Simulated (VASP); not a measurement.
Here is the system:

```xyz
1
Lattice="-1.5782 1.5782 1.5782 1.5782 -1.5782 1.5782 1.5782 1.5782 -1.5782" Properties=species:S:1:pos:R:3 pbc="T T T"
Ta     0.0000     0.0000     0.0000
```

All values below come from PBEsol GGA, VASP's PBE PAW potentials (set 64) (plane waves; VASP). Numerical set-up: 500 eV cut-off, 16×16×16 Γ-centred mesh, first-order Methfessel-Paxton smearing of 0.10 eV, potentials Ta_pv.

Energy and stress use the plane-wave basis of the starting cell.

Q: The ions, cell shape and volume at an external pressure of 45.0 GPa are relaxed. What does this cell relax into?

A: 
```xyz
1
Lattice="-1.5547 1.5547 1.5547 1.5547 -1.5547 1.5547 1.5547 1.5547 -1.5547" Properties=species:S:1:pos:R:3 pbc="T T T"
Ta     0.0000     0.0000     0.0000
```
Space group Im-3m (229), at a tolerance of 0.03 Å.

Q: How do energy and volume change from the first to the last step?

A: The energy (σ→0) changes by +161.3 meV/atom and the volume by -4.4 %, in 5 ionic steps.

The compound is Ta in the bcc structure. This run relaxes it under an external pressure of 45 GPa. Symmetry was kept, so distortions that lower it aren't found.
